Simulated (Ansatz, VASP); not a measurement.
# PbO (Litharge): VASP beside Ansatz, part 2 of 2

Aim: how closely do two programs agree when they are given the same cell, functional and k mesh?

VASP 6.6.1 and Ansatz 0.2.0.

So far: The structure; VASP: band structure, HSE06.

**3. Ansatz: band structure, HSE06**

Level of this step: Ansatz beside VASP: Kohn-Sham DFT, plane waves, HSE06 (Ansatz).

Ansatz runs on its default PAW (the set named soft_2) files.

The same cell, functional, mesh and smearing now go to Ansatz, which takes its cutoff from its data sets.

input.yaml reads:

```yaml
crystal:
  lattice:
    - [3.9776877762, 0.0, 0.0]
    - [0.0, 3.9776877762, 0.0]
    - [0.0, 0.0, 5.0259]
  atoms:
    - { symbol: Pb, position: [0.0, 0.5, 0.7655] }
    - { symbol: Pb, position: [0.5, 0.0, 0.2345] }
    - { symbol: O, position: [0.5, 0.5, 0.0] }
    - { symbol: O, position: [0.0, 0.0, 0.0] }
hamiltonian:
  xc: { exchange: pbe, correlation: pbe, exx: { coeff: 0.25, omega: 0.2 } }
  pseudopotentials: { kind: paw }
kpoints:
  mp_grid: { grid: [4, 4, 3] }
  band_path:
    path:
      - [0.0, 0.0, 0.0]
      - [0.0, 0.1, 0.0]
      - [0.0, 0.4, 0.0]
      - [0.3, 0.5, 0.0]
      - [0.5, 0.5, 0.0]
      - [0.3, 0.3, 0.0]
      - [0.0, 0.0, 0.1]
      - [0.0, 0.0, 0.5]
      - [0.0, 0.4, 0.5]
      - [0.3, 0.5, 0.5]
      - [0.3, 0.3, 0.5]
      - [0.0, 0.5, 0.1]
      - [0.5, 0.5, 0.0]
      - [0.5, 0.5, 0.5]
    npoints: 1
scf:
  occupations: { method: gaussian, width: 0.02 }
  n_extra_bands: 8
output:
  forces: true
  stress: true
  eigenvalues: true
```

Started as:

```sh
> ansatz run input.yaml --threads 4 --pin off --max-ram 9216MiB --backend cpu --events-out ev --progress --plain --runs-dir out
```

Numbers of over 12 decimals in the logs are rounded to 6 here.

Log:

```text
Warning: output.stress: scf.convergence.dr2_threshold = 1e-7 eV (the SCF's general default) is looser than the 4e-10 eV advised for a printed stress (1e-10 eV for each atom of the cell: 4). What an SCF threshold leaves in a stress goes as its square root, and in the free energy as the threshold itself, and one threshold admits the most on a small cell: [figures from the program's tests cut] Set scf.convergence.dr2_threshold to 4e-10 eV or tighter. The threshold is an SCF's pass mark: one that does not reach it within its budget of iterations ends unconverged, or closes short of it on a stop that the run arms, and scf.convergence.dr2_threshold's page says what that costs each kind of run
Warning: output.stress: scf.exx.energy_threshold = 1e-6 eV is looser than the 4e-8 eV advised for a stress under a hybrid functional (1e-8 eV for each atom of the cell: 4). Every SCF of the exchange loop can meet its threshold on dr2 while the loop round them stops early: no threshold on dr2 bounds what that leaves in the stress. Set scf.exx.energy_threshold to 4e-8 eV or tighter. The threshold is the loop's pass mark: a loop that does not reach it within its budget of cycles ends unconverged, and scf.exx.energy_threshold's page has the law
scf.n_extra_bands = 8 over 20 filled bands (N_el = 40.0): the run solves 28 bands
Engine: ansatz 0.2.0, aarch64-unknown-linux-gnu
Pseudopotentials: kind: paw
Pseudopotential: Pb, paw, valence charge 14, recommended cutoff 420 eV (normal), Pb.paw.azcp
Pseudopotential: O, paw, valence charge 6, recommended cutoff 420 eV (normal), O.paw.azcp
Functional definition: unnamed
  parameter a_1 = 0.25
  parameter omega_1 = 0.2/angstrom
  exchange = pbe_x + (-a_1)*pbe_x_sr(omega_1) + a_1*exact_x_sr(omega_1)
  correlation = pbe_c
Crystal: 4 atoms, lattice volume = 79.520 Å³
Basis set: ecut = 420 eV, 1577 PW (Γ), exchange–correlation on 54×54×72 points (8 copies of the dense FFT grid, shifted against one another)
Bands: 28, of which v1, the nominal top of the filled ones, is band 20 counted from 1 (19 counted from 0)
Symmetry: 16 space group operations
Space group: P4/nmm (ITA 129), of the structure as read, at distance tolerance 4.3e-5 Å
k-points: 12 of 48
Non-local potential: Pb, projectors of the file, l = 0: 2, l = 1: 2, l = 2: 2, l = 3: 2
Non-local potential: O, projectors of the file, l = 0: 2, l = 1: 2, l = 2: 1
PAW form: soft (Blöchl's): semilocal exchange-correlation on the pseudo side does not see the compensation charge
PAW frozen core: Pb, regenerated for the run's functional, and the local potential with it (the file was generated under x = pbe(κ = 0.804, μ = 0.219515), c = pbe(β = 0.066725))
PAW frozen core: O, regenerated for the run's functional, and the local potential with it (the file was generated under x = pbe(κ = 0.804, μ = 0.219515), c = pbe(β = 0.066725))
PAW one-centre angular grid: Pb, 590 points (default); XC on 64 Gauss nodes
PAW one-centre angular grid: O, 110 points (default); XC on 96 Gauss nodes
Initial density: superposition of atomic densities (neutral atoms: chi_scale 0, normalization atom), corrected by the library's trained network
Initial wavefunctions: pseudopotential atomic-orbital guess
Functional: x = pbe(κ = 0.804, μ = 0.219515), c = pbe(β = 0.066725), warm-up for x = pbe(κ = 0.804, μ = 0.219515) + 0.25 (exact − pbe) at short range (hse, ω = 0.2 Å⁻¹), c = pbe(β = 0.066725)
SCF iter   1: F=—  HF=-24947.049501 eV  |F-HF|=—  |Δ(HF+E_count)|=         —  Δρ=1.67e-3  dr2=1.61e-3  ethr=1.77e-3  ⟨swp⟩=12.6  Hψ=1608  notcnv=0
preconditioner: auto → none  [insulator: Δε(μ)=1.262 eV  Ē_g=17.477 eV  σ=0.020 eV  W_gap=1.00  n_scr=18 (ndim 8)  ℏωp=26.3 eV  f_vac=0.038  D(μ)=0.00/eV (n_scr^D=0)]
SCF iter   2: F=—  HF=-24947.050168 eV  |F-HF|=—  |Δ(HF+E_count)|=   6.66e-4  Δρ=8.23e-4  dr2=1.80e-4  ethr=4.03e-6  ⟨swp⟩=4.9  Hψ=1087  notcnv=0  defer=2
SCF iter   3: F=-24947.050301 eV  HF=-24947.050292 eV  |F-HF|=8.90e-6  |Δ(HF+E_count)|=   1.25e-4  Δρ=4.13e-4  dr2=8.18e-5  ethr=4.49e-7  ⟨swp⟩=3.1  Hψ=669  notcnv=0
SCF 1 stopped early in 3 iterations: F = -24947.050301 eV  dr2 = 8.18e-5
  greatest PAW one-centre occupation: 0.983 electrons in one spin orbital (limit 2), on the Pb atom at site 1 (counted from 0), in its partial waves of l = 2
Initial density: handed on by an earlier stage of this run
Initial wavefunctions: those handed on with the density
Functional: x = pbe(κ = 0.804, μ = 0.219515) + 0.25 (exact − pbe) at short range (hse, ω = 0.2 Å⁻¹), c = pbe(β = 0.066725)
Exchange kernel: α = 0.2500, screened, ω = 0.2000 Å⁻¹, Wigner–Seitz truncation, v(0) = 1110.3101 eV·Å³, q-mesh 4×4×3, nearest image of the exchange supercell L = 15.08 Å, pair-density grid 20×20×24, without the augmentation charges, whose exchange is taken in its separable form by FFT convolution over the k-point mesh (sized by the pseudopotential files, 27×27×36 at the most), smooth part of the exact exchange by density-matrix convolution
Frozen-core exchange: fock
SCF iter   1: F=—  HF=-24953.610231 eV  |F-HF|=—  |Δ(HF+E_count)|=         —  Δρ=9.37e-3  dr2=8.40e-2  ethr=2.05e-6  ⟨swp⟩=6.6  Hψ=1629  notcnv=0
preconditioner: auto → none  [insulator: Δε(μ)=2.042 eV  Ē_g=19.740 eV  σ=0.020 eV  W_gap=1.00  n_scr=18 (ndim 8)  ℏωp=26.3 eV  f_vac=0.039  D(μ)=0.00/eV (n_scr^D=0)]
[...]
iter 7 solved again at ethr=3.27e-9 eV; its pass at ethr=1.03e-7 eV (dr2=1.31e-6 eV) is discarded
SCF iter   7: F=-24953.602133 eV  HF=-24953.602133 eV  |F-HF|=4.27e-7  |Δ(HF+E_count)|=   6.97e-6  Δρ=4.15e-5  dr2=3.08e-6  ethr=3.27e-9  ⟨swp⟩=4.1  Hψ=1555  notcnv=0
eigensolver tolerance schedule: the retry pair's looser diagonalisation over-reported the residual by 0.28 of it (diagonalisation noise at 0.29 of the residual, at the tolerance the schedule requests for it); recorded, not acted on — ethr = c·dr2/N_el stays at c = 1.0e-1
SCF 2 stopped early in 7 iterations: F = -24953.602133 eV  dr2 = 3.08e-6
  Residual-converged pass: ⟨swp⟩=3.8  Hψ=774  notcnv=0  max |occ|·‖R‖ = 6.4e-6 eV (tolerance 6.7e-6 eV)  dr2=3.07e-6  dr2_onsite=1.70e-7  max |Δocc| = 0.0e0
hybrid outer 1: dexx = +1.694e-2 eV, tail = 3.92e-5 eV
Exchange kernel: α = 0.2500, screened, ω = 0.2000 Å⁻¹, Wigner–Seitz truncation, v(0) = 1110.3101 eV·Å³, q-mesh 4×4×3, nearest image of the exchange supercell L = 15.08 Å, pair-density grid 20×20×24, without the augmentation charges, whose exchange is taken in its separable form by FFT convolution over the k-point mesh (sized by the pseudopotential files, 27×27×36 at the most), smooth part of the exact exchange by density-matrix convolution
Frozen-core exchange: fock
SCF iter   1: F=—  HF=-24953.601876 eV  |F-HF|=—  |Δ(HF+E_count)|=         —  Δρ=1.21e-4  dr2=1.33e-5  ethr=4.90e-7  ⟨swp⟩=2.5  Hψ=678  notcnv=0
preconditioner: auto → none  [insulator: Δε(μ)=1.951 eV  Ē_g=19.682 eV  σ=0.020 eV  W_gap=1.00  n_scr=18 (ndim 8)  ℏωp=26.3 eV  f_vac=0.042  D(μ)=0.00/eV (n_scr^D=0)]
SCF iter   2: F=—  HF=-24953.601874 eV  |F-HF|=—  |Δ(HF+E_count)|=   1.93e-6  Δρ=1.90e-5  dr2=1.94e-7  ethr=3.07e-8  ⟨swp⟩=3.4  Hψ=745  notcnv=0
SCF iter   3: F=—  HF=-24953.601875 eV  |F-HF|=—  |Δ(HF+E_count)|=   6.67e-7  Δρ=1.18e-5  dr2=7.33e-8  ethr=1.98e-10  ⟨swp⟩=4.1  Hψ=1156  notcnv=0
SCF iter   4: F=—  HF=-24953.601875 eV  |F-HF|=—  |Δ(HF+E_count)|=   7.23e-9  Δρ=3.91e-6  dr2=4.79e-9  ethr=1.52e-10  ⟨swp⟩=2.2  Hψ=579  notcnv=0
SCF iter   5: F=-24953.601875 eV  HF=-24953.601875 eV  |F-HF|=7.82e-10  |Δ(HF+E_count)|=   1.53e-8  Δρ=1.06e-6  dr2=1.01e-9  ethr=8.65e-12  ⟨swp⟩=4.0  Hψ=880  notcnv=0
SCF 3 converged in 5 iterations: F = -24953.601875 eV  dr2 = 1.01e-9
  Residual-converged pass: ⟨swp⟩=3.2  Hψ=770  notcnv=0  max |occ|·‖R‖ = 6.1e-7 eV (tolerance 6.3e-7 eV)  dr2=9.95e-10  dr2_onsite=1.29e-10  max |Δocc| = 0.0e0
hybrid outer 2: dexx = +5.842e-7 eV, tail = 1.33e-8 eV, Δε = 3.37e-3 eV (about 7.74e-5 eV left of the loop's levels), ΔF = 2.84e-2 eV/Å (tail 2.87e-3)
Exchange kernel: α = 0.2500, screened, ω = 0.2000 Å⁻¹, Wigner–Seitz truncation, v(0) = 1110.3101 eV·Å³, q-mesh 4×4×3, nearest image of the exchange supercell L = 15.08 Å, pair-density grid 20×20×24, without the augmentation charges, whose exchange is taken in its separable form by FFT convolution over the k-point mesh (sized by the pseudopotential files, 27×27×36 at the most), smooth part of the exact exchange by density-matrix convolution
Frozen-core exchange: fock
SCF iter   1: F=—  HF=-24953.601875 eV  |F-HF|=—  |Δ(HF+E_count)|=         —  Δρ=1.85e-6  dr2=2.83e-9  ethr=1.66e-10  ⟨swp⟩=4.3  Hψ=815  notcnv=0
preconditioner: auto → none  [insulator: Δε(μ)=1.952 eV  Ē_g=19.683 eV  σ=0.020 eV  W_gap=1.00  n_scr=18 (ndim 8)  ℏωp=26.3 eV  f_vac=0.042  D(μ)=0.00/eV (n_scr^D=0)]
SCF iter   2: F=-24953.601875 eV  HF=-24953.601875 eV  |F-HF|=2.91e-11  |Δ(HF+E_count)|=  4.29e-10  Δρ=3.09e-7  dr2=1.01e-10  ethr=6.50e-12  ⟨swp⟩=3.2  Hψ=686  notcnv=0
SCF 4 converged in 2 iterations: F = -24953.601875 eV  dr2 = 1.01e-10
  Residual-converged pass: ⟨swp⟩=4.0  Hψ=877  notcnv=0  max |occ|·‖R‖ = 2.5e-7 eV (tolerance 3.2e-7 eV)  dr2=9.35e-11  dr2_onsite=5.89e-12  max |Δocc| = 0.0e0
hybrid outer 3: dexx = +2.449e-10 eV, tail = 2.22e-10 eV, Δε = 4.19e-5 eV (about 7.61e-6 eV left of the loop's levels), ΔF = 1.24e-4 eV/Å (tail 3.83e-4)
NSCF: frozen V_eff on 14 k-points
hybrid SCF converged: 3 outer / 14 inner (+3 warm-up), last move |dexx| = 2.45e-10 eV, tail = 2.22e-10 eV
Stability not checked: this state was not tested for a lower state beside it, because the functional holds exact exchange (a hybrid, or Hartree-Fock), whose exchange loop this test does not read (fock_operator; see scf.lower_state_search)
Free energy (F): -24953.601875 eV
Frozen-core exchange: fock
Harris-Foulkes:  -24953.601875 eV  (|F-HF|=2.91e-11)
Internal energy: -24953.601875 eV  (E = F + TS)
E sigma→0 (E₀):  -24953.601875 eV
Fermi energy:    8.996875 eV
--- Per-component energies (eV) ---
  E_band       = -172.554438
  E_kinetic    = 929.933987
  E_local      = -3138.110161  (includes V_loc(G=0)·N_el)
  E_nonlocal   = 796.278279
  E_hartree    = 1256.990240
  E_xc         = -468.436591
  E_vxc        = -360.188172  (∫ρ·V_xc dr)
  E_exx        = -102.074690  (= α·E_x^exact, valence–valence)
  E_paw        = -21157.620684  (= ΣΔE_a)
  E_vpaw       = -710.304294  (= ΣTr[D̂ρ^β])
  E_aug_tail   = 0.004769  (compensation charges beyond the density's cutoff)
  E_ewald      = -3071.178245
  E_core_change = 0.611217  (= ΣΔE_core)
  E_smearing   = -0.000000  (= −TS)
  E_closure    = 0.000002  (closes the sum)
  Σ components = -24953.601875   (vs F -24953.601875, Δ=0.00e0)
--- Forces (eV/Å), atoms counted from 1 ---
  atom   1  Pb     0.00000000     0.00000000     0.15394266
  atom   2  Pb     0.00000000     0.00000000    -0.15394266
  atom   3  O      0.00000000     0.00000000    -0.00000000
  atom   4  O      0.00000000     0.00000000     0.00000000
  max |Σ_I F_I| component: 0.00e0 eV/Å
--- Stress (GPa, compression-positive) ---
        0.847283       0.000000       0.000000
        0.000000       0.847283       0.000000
        0.000000       0.000000       1.172815
  P = ⅓ Tr σ = 0.9558 GPa (9.558 kbar)
--- Band table (eV; the first three rows and the last of 12) ---
  k-point 0: bands = [... 16 lower, 5.7649, 5.7984, 5.7984, 8.0207, 11.2767, 14.4387, 14.7081, 14.7081, ... 4 higher]
  k-point 1: bands = [... 16 lower, 5.7328, 5.7834, 5.7834, 7.2266, 10.8510, 13.2383, 13.2383, 13.5310, ... 4 higher]
  k-point 2: bands = [... 16 lower, 4.9969, 5.3614, 5.5587, 7.7555, 12.4861, 12.5169, 14.5326, 15.0635, ... 4 higher]
  k-point 11: bands = [... 16 lower, 5.7349, 5.7349, 6.4865, 6.4865, 11.3800, 11.3800, 14.7630, 14.7630, ... 4 higher]
```

The job ended after 37 s (4 threads of Arm Neoverse V2, shared host; peak memory 1.1 GiB; 2.2 min of CPU time).

**4. Side by side**

Known differences besides the potentials themselves: exact exchange at q = 0 is treated differently, which shows on coarse meshes; VASP keeps PBE cores, Ansatz makes them for the functional; the cutoff is 420 eV in Ansatz and 520 eV in VASP; VASP takes a coarser grid for exact exchange (PRECFOCK = Fast). Total energies have different zeros and are not compared.

Compared:

| quantity | Ansatz | VASP | difference |
| --- | --- | --- | --- |
| gap over the path points (eV) | 1.952 | 1.959 | -0.007 |

Forces (eV/Å; atoms numbered as in POSCAR):

| atom | Ansatz x, y, z | VASP x, y, z |
| --- | --- | --- |
| Pb1 | 0.000, 0.000, 0.154 | 0.000, 0.000, 0.089 |
| Pb2 | 0.000, 0.000, -0.154 | 0.000, 0.000, -0.089 |
| O3 | 0.000, 0.000, 0.000 | 0.000, 0.000, 0.000 |
| O4 | 0.000, 0.000, 0.000 | 0.000, 0.000, 0.000 |

Levels at points of the path, from each program's valence-band top (eV; 4 filled, then empty):

| k (reciprocal lattice) | Ansatz | VASP |
| --- | --- | --- |
| 0.000 0.000 0.000 | -2.26 -2.22 -2.22 0.00 3.26 6.42 6.69 | -2.26 -2.22 -2.22 0.00 3.24 6.40 6.70 |
| 0.000 0.100 0.000 | -2.52 -2.30 -2.19 0.00 3.55 5.75 6.75 | -2.52 -2.29 -2.19 0.00 3.53 5.75 6.76 |
| 0.000 0.400 0.000 | -3.40 -3.23 -2.44 -1.18 4.13 4.52 7.13 | -3.40 -3.24 -2.44 -1.17 4.13 4.51 7.12 |
| 0.300 0.500 0.000 | -2.32 -2.32 -1.74 -1.74 2.95 2.95 6.37 | -2.31 -2.31 -1.73 -1.73 2.95 2.95 6.37 |
| 0.500 0.500 0.000 | -1.82 -1.82 -1.53 -1.53 1.95 1.95 6.23 | -1.81 -1.81 -1.53 -1.53 1.96 1.96 6.22 |
| 0.300 0.300 0.000 | -3.07 -3.04 -1.71 -0.89 3.35 3.81 5.88 | -3.07 -3.03 -1.70 -0.88 3.36 3.81 5.88 |
| 0.000 0.000 0.100 | -2.26 -2.22 -2.22 -0.07 3.16 6.33 6.33 | -2.26 -2.22 -2.22 -0.07 3.14 6.33 6.33 |
| 0.000 0.000 0.500 | -2.30 -2.24 -2.24 -1.24 2.83 4.95 4.95 | -2.30 -2.24 -2.24 -1.23 2.80 4.95 4.95 |
| 0.000 0.400 0.500 | -3.67 -3.23 -1.28 -1.22 3.38 4.35 6.59 | -3.67 -3.23 -1.27 -1.21 3.38 4.35 6.60 |
| 0.300 0.500 0.500 | -2.04 -2.04 -1.89 -1.89 4.41 4.41 5.34 | -2.04 -2.04 -1.88 -1.88 4.42 4.42 5.35 |

The forces differ by 26 meV/Å r.m.s., which is 72.8 % of the r.m.s. force of 0.04 eV/Å (both taken over all components). Among the levels compared at these points, filled levels agree within 11 meV and empty ones within 30 meV.

**5. Other set-ups**

Further runs change the set-up of one program: Ansatz's method, potentials or start, or VASP's data sets, cutoff or form of LDA. The table gives Ansatz less VASP for each quantity, since a change that brings one quantity closer may part another.

| run | r.m.s. force difference (meV/Å) | gap over the path points (eV) |
| --- | --- | --- |
| as above | 26 | -0.0066 |
| cores kept as stored | 25 | -0.0061 |
| Ansatz's larger PAW set (cutoff 900 eV) | 21 | -0.0018 |
| norm-conserving potentials (cutoff 1240 eV) | 88 | -0.023 |

**6. What came out**

```
r.m.s. force difference (band structure, HSE06) : 26 meV/Å
```

The r.m.s. force difference is 26 meV/Å (band structure, HSE06), beyond the 12 meV/Å picked in this series as the mark of a large difference. Band structure, HSE06, Ansatz's larger PAW set (cutoff 900 eV): the difference in gap over the path points goes from -0.0066 to -0.0018 eV. Band structure, HSE06, norm-conserving potentials (cutoff 1240 eV): r.m.s. force difference goes from 26 to 88 meV/Å; the difference in gap over the path points goes from -0.0066 to -0.023 eV. How closely two codes agree says nothing of how well the functional describes the real material.

[Lines on the potential files, build, host, timing and source positions are cut from VASP's logs without a mark.]

[Logs are printed without paths, hosts, clocks, repeated set-up lines and the standing remarks that a program may print on its own settings, such as how far it seeks lower states.]

[Hosts, paths, dates, database ids (printed as entryN), source tags and the programs' standing remarks are cut or masked in the printed files.]
